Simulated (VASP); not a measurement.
Given:

```xyz
2
Lattice="0.0000 2.2800 2.2800 2.2800 0.0000 2.2800 2.2800 2.2800 0.0000" Properties=species:S:1:pos:R:3 pbc="T T T"
Co     0.0000     0.0000     0.0000
P      2.2800     2.2800     2.2800
```

Computed with PBEsol GGA, VASP's PBE PAW potentials (set 64) (plane waves; VASP 6.6.1). Numerical set-up: 400 eV cut-off, Gaussian smearing of 0.050 eV, potentials Co P.

Task: Give the energies of bands 2 to 10 at the high-symmetry points, in eV from the Fermi level.

Result: 
| band | Γ | X | U | L | W |
|---|---|---|---|---|---|
| 2 | -2.20 | -6.43 | -5.95 | -7.94 | -5.46 |
| 3 | -2.20 | -3.46 | -5.58 | -4.00 | -5.46 |
| 4 | -2.20 | -1.88 | -3.40 | -4.00 | -4.52 |
| 5 | -2.19 | -1.88 | -1.60 | -1.08 | -0.80 |
| 6 | -2.19 | -1.69 | -0.96 | -1.08 | -0.75 |
| 7 | 1.64 | -0.80 | -0.51 | -0.46 | -0.75 |
| 8 | 1.64 | -0.80 | -0.12 | 4.72 | -0.66 |
| 9 | 1.64 | -0.03 | 0.87 | 4.72 | -0.01 |
| 10 | 10.31 | 3.64 | 5.37 | 5.46 | 8.85 |

It has no gap at this level: it comes out as a metal or semimetal.

The structure was generated: CoP was put into the rock salt type (Fm-3m), which need not be its known phase. It was relaxed first, which changed the volume by -26 %. The run is not spin-polarised, so no magnetic state was tried.
